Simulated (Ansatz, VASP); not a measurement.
# Cross-check of TePtS between VASP and Ansatz, part 2 of 2

One calculation is typed for both programs; each brings its own data sets. How far apart do they land? Of the first pair: The structure shown is the start of the Ansatz relaxation below; VASP solves that cell, so the two are compared at the walk's first step.

VASP 6.6.1 and Ansatz 0.2.0.

So far. Step 3 (VASP: single point, LDA, start cell, pair 1): The run ends at a pressure of -1.73 GPa, with forces up to 2.5 eV/Å.

## 6. VASP: single point, LDA, start cell, pair 2

Level of this step: LDA; plane waves and PAW (Pt, S, Te) (VASP).

The same cell, functional (in two slightly different forms), mesh and smearing now go to VASP, with its own data sets.

Contents of INCAR:

```
SYSTEM = TePtS
PREC = Accurate
ENCUT = 400
EDIFF = 1E-06
NELM = 120
ISMEAR = 0
SIGMA = 0.02
LREAL = .FALSE.
ALGO = Normal
GGA = CA
NBANDS = 17
LASPH = .TRUE.
LORBIT = 11
LWAVE = .FALSE.
LCHARG = .FALSE.
ISIF = 2
LDIPOL = .TRUE.
IDIPOL = 3
DIPOL = 0.5 0.5 0.332
LVHAR = .TRUE.
GGA_COMPAT = .FALSE.
EFERMI = MIDGAP
NELMDL = -8
KPAR = 2
```

Contents of POSCAR:

```
TePtS
1.0
    3.7356320000      0.0000000000      0.0000000000
   -1.8678160000      3.2351520000      0.0000000000
    0.0000000000      0.0000000000     30.0000000000
Pt S Te
1 1 1
Direct
    0.0000000000      0.0000000000      0.3351089000
    0.3333333333      0.6666666667      0.3738960667
    0.6666666667      0.3333333333      0.2876617000
```

Contents of KPOINTS:

```
Automatic mesh
0
Gamma
9 9 1
0 0 0
```

Potentials, in the order of the species: Pt, S and Te (LDA family, release 64).

The run is started by

```console
> mpirun -np 2 vasp_std
```

Numbers of over 12 decimals in the logs are rounded to 6 here.

Output:

```text
[... set-up lines as in an earlier step ...]
 entering main loop
       N       E                     dE             d eps       ncg     rms          rms(c)
DAV:   1     0.162175208382E+03    0.16218E+03   -0.59883E+03   408   0.736E+02
DAV:   2     0.348890563717E+00   -0.16183E+03   -0.15198E+03   712   0.151E+02
DAV:   3    -0.174573620657E+02   -0.17806E+02   -0.17704E+02   523   0.647E+01
DAV:   4    -0.177727614397E+02   -0.31540E+00   -0.31492E+00   562   0.104E+01
[...]
DAV:  23    -0.166963340447E+02   -0.40877E-05   -0.36448E-07   409   0.267E-03    0.186E-03
DAV:  24    -0.166963353752E+02   -0.13305E-05   -0.40869E-08   420   0.899E-04    0.853E-04
DAV:  25    -0.166963363417E+02   -0.96656E-06   -0.18037E-08   411   0.535E-04
   1 F= -.16696336E+02 E0= -.16696336E+02  d E =0.000000E+00
```

OUTCAR, selected parts (step 6):

```text
  Total        0.0246794      0.0246794      0.0740599      0.0000000     -0.0000000      0.0000000
  in kB        0.1090598      0.1090597      0.3272758      0.0000000     -0.0000000      0.0000000
  external PRESSURE =       0.1817984 kB  Pullay stress =       0.0000000 kB

 POSITION                                       TOTAL-FORCE (eV/Angst)
 -----------------------------------------------------------------------------------
      0.00000      0.00000     10.05327        -0.000000     -0.000000      0.029070
     -0.00000      2.15677     11.21688         0.000000     -0.000000      0.020265
      1.86782      1.07838      8.62985        -0.000000      0.000000     -0.049335
 -----------------------------------------------------------------------------------
    total drift:                               -0.000000      0.000001      0.000585

  FREE ENERGIE OF THE ION-ELECTRON SYSTEM (eV)
  ---------------------------------------------------
  free  energy   TOTEN  =       -16.6963363417 eV

  energy  without entropy=      -16.6963363417  energy(sigma->0) =      -16.69633634

[... 3 further parts left out ...]
[key lines of the parts left out:]
E-fermi :  -3.0191
```

The run ends at a pressure of 0.02 GPa, with forces up to 0.049 eV/Å.

## 7. Side by side

What differs besides the data sets and the points named for the pairs above, as far as they apply: the data sets hold 40 valence electrons in Ansatz (on its default PAW (the set named soft_2) files) and 22 in VASP; the cutoff is 420 eV in Ansatz and 400 eV in VASP. Total energies have different zeros and are not compared.

Forces (eV/Å; atoms numbered as in POSCAR):

```
atom        Ansatz x, y, z          VASP x, y, z
 Pt1   0.000, 0.000, 0.015   0.000, 0.000, 0.029
  S2   0.000, 0.000, 0.011   0.000, 0.000, 0.020
 Te3  0.000, 0.000, -0.026  0.000, 0.000, -0.049
```

The forces differ by 9.5 meV/Å r.m.s., which is 47.0 % of the r.m.s. force of 0.020 eV/Å (both taken over all components). With vacuum in the cell, a pressure given here is an average over mostly empty space and none of the material.

## 8. Ansatz: relaxation, LDA

This run makes the geometry at which the two programs are then compared.

The structure compared here is the end of the Ansatz relaxation.

Contents of input.yaml:

```yaml
crystal:
  lattice:
    - [3.731837231, 0.0, 0.0]
    - [-1.8659186155, 3.2318658448, 0.0]
    - [0.0, 0.0, 30.0]
  atoms:
    - { symbol: Pt, position: [0.0, 0.0, 0.3351366921] }
    - { symbol: S, position: [0.3333333333, 0.6666666667, 0.3740099692] }
    - { symbol: Te, position: [0.6666666667, 0.3333333333, 0.2875200053] }
  periodic: [true, true, false]
kpoints:
  mp_grid: { grid: [12, 12, 1] }
hamiltonian:
  xc: lda
scf:
  occupations: { method: fixed }
output:
  forces: true
  stress: true
  eigenvalues: true
  write_density: true
  write_potential: true
  elf: true
  volumetric_format: npy
relax:
  adjacent_minimum: "off"
  f_tol: 0.001
  max_steps: 60
  cell: { stress_2d_tol: 0.002 }
```

The run is started by

```console
> ansatz run input.yaml --threads 8 --pin off --max-ram 14336MiB --backend cpu --events-out ev --progress --plain --runs-dir out
```

Output:

```text
[...]
Crystal: 3 atoms, lattice volume = 361.824 Å³
Basis set: ecut = 420 eV, 7109 PW (Γ)
Bands: 24, of which v1, the nominal top of the filled ones, is band 20 counted from 1 (19 counted from 0)
Symmetry: 6 space group operations
[...]
k-points: 19 of 144 (time reversal used)
[...]
° read free of the cell's end (the report's vacuum.weakly_bound_levels)
--- Relaxed structure (3 steps of the walk, 3 accepted, 1 SCFs on fresh bases) ---
[...]
cell:  # Å, volume = 361.8046 Å³
    - [3.731738, 0, 0]
    - [-1.865869, 3.231780, 0]
    - [0, 0, 30.0]
  atoms:
    - { symbol: Pt, position: [0, 0, 0.335137] }
    - { symbol: S, position: [0.333333, 0.666667, 0.374008] }
    - { symbol: Te, position: [0.666667, 0.333333, 0.287521] }
[key lines of the parts left out:]
SCF converged after 10 iterations
Free energy (F): -19942.416143 eV
Fermi energy:    -5.710423 eV
P = ½ c Tr σ = -0.0004 N/m
```

## 9. VASP: single point, LDA, relaxed cell, pair 3

The same cell, functional (in two slightly different forms) and mesh now go to VASP, with its own data sets.

INCAR: that of step 6 with these lines changed.

```diff
@@ -6,3 +6,3 @@
 ISMEAR = 0
-SIGMA = 0.02
+SIGMA = 0.01
 LREAL = .FALSE.
```

Contents of POSCAR:

```
TePtS
1.0
    3.7317378042      0.0000000000      0.0000000000
   -1.8658689021      3.2317797387      0.0000000000
    0.0000000000      0.0000000000     30.0000000000
Pt S Te
1 1 1
Direct
    0.0000000000      0.0000000000      0.3351372719
    0.3333333333      0.6666666667      0.3740083472
    0.6666666667      0.3333333333      0.2875210475
```

Contents of KPOINTS:

```
Automatic mesh
0
Gamma
12 12 1
0 0 0
```

The run is started by

```console
> mpirun -np 2 vasp_std
```

Output:

```text
[... set-up lines as in an earlier step ...]
 entering main loop
       N       E                     dE             d eps       ncg     rms          rms(c)
DAV:   1     0.160911887880E+03    0.16091E+03   -0.60492E+03   646   0.736E+02
DAV:   2     0.105927923182E+01   -0.15985E+03   -0.15138E+03  1089   0.149E+02
DAV:   3    -0.174562196446E+02   -0.18515E+02   -0.18401E+02   824   0.649E+01
DAV:   4    -0.177741654368E+02   -0.31795E+00   -0.31754E+00   880   0.105E+01
[...]
DAV:  23    -0.166971122762E+02   -0.45097E-05   -0.38492E-07   654   0.277E-03    0.142E-03
DAV:  24    -0.166971139269E+02   -0.16507E-05   -0.59833E-08   674   0.976E-04    0.109E-03
DAV:  25    -0.166971146727E+02   -0.74578E-06   -0.12236E-08   677   0.474E-04
   1 F= -.16697115E+02 E0= -.16697115E+02  d E =0.000000E+00
```

OUTCAR, selected parts (step 9):

```text
  Total        0.0486568      0.0486568      0.0244075     -0.0000000     -0.0000000      0.0000000
  in kB        0.2154665      0.2154665      0.1080834     -0.0000000     -0.0000000      0.0000000
  external PRESSURE =       0.1796721 kB  Pullay stress =       0.0000000 kB

 POSITION                                       TOTAL-FORCE (eV/Angst)
 -----------------------------------------------------------------------------------
      0.00000      0.00000     10.05412        -0.000000      0.000000      0.014304
     -0.00000      2.15452     11.22025        -0.000000     -0.000000      0.009040
      1.86587      1.07726      8.62563         0.000000     -0.000000     -0.023344
 -----------------------------------------------------------------------------------
    total drift:                               -0.000000     -0.000000      0.000578

  FREE ENERGIE OF THE ION-ELECTRON SYSTEM (eV)
  ---------------------------------------------------
  free  energy   TOTEN  =       -16.6971146727 eV

  energy  without entropy=      -16.6971146727  energy(sigma->0) =      -16.69711467

[... 3 further parts left out ...]
[key lines of the parts left out:]
E-fermi :  -3.0256
```

The run ends at a pressure of 0.02 GPa, with forces up to 0.023 eV/Å.

## 10. Side by side

What differs besides the data sets and the points named for the pairs above, as far as they apply: fixed occupations in Ansatz, narrow Gaussian smearing in VASP; the data sets hold 40 valence electrons in Ansatz (on its default PAW (the set named soft_2) files) and 22 in VASP. Total energies have different zeros and are not compared.

The two programs side by side:

```
              quantity  Ansatz   VASP  difference
gap on the k mesh (eV)   0.853  0.852      +0.001
```

At this near-relaxed geometry the largest component of a force difference is 23 meV/Å. A gap on the mesh is an upper bound, since the band edges may lie between its points; neither run holds spin-orbit coupling, which can move the band edges of a compound of Pt. With vacuum in the cell, a pressure given here is an average over mostly empty space and none of the material.

## 11. Summary of results

```json
{
  "r.m.s. force difference (single point, LDA, start cell, pair 1)": "0.88 % of the r.m.s. force",
  "r.m.s. force difference (single point, LDA, start cell, pair 2)": "9.5 meV/Å",
  "difference in gap on the k mesh (single point, LDA, relaxed cell, pair 3)": "0.0014 eV",
  "r.m.s. force difference (single point, LDA, relaxed cell, pair 3)": "9.5 meV/Å"
}
```

What this shows: The r.m.s. force difference is 9.5 meV/Å (single point, LDA, relaxed cell, pair 3), within the 12 meV/Å picked in this series as the mark of a large difference. The data sets hold unlike numbers of valence electrons (40 in Ansatz and 22 in VASP), so part of the differences comes from the potentials. 2 further runs of this series are not shown here. How closely two codes agree says nothing of how well the functional describes the real material.

[Lines on the potential files, build, host, timing and source positions are cut from VASP's logs without a mark.]

[Logs are printed without paths, hosts, clocks, repeated set-up lines and the standing remarks that a program may print on its own settings, such as how far it seeks lower states.]

[Hosts, paths, dates, database ids (printed as entryN), source tags and the programs' standing remarks are cut or masked in the printed files.]
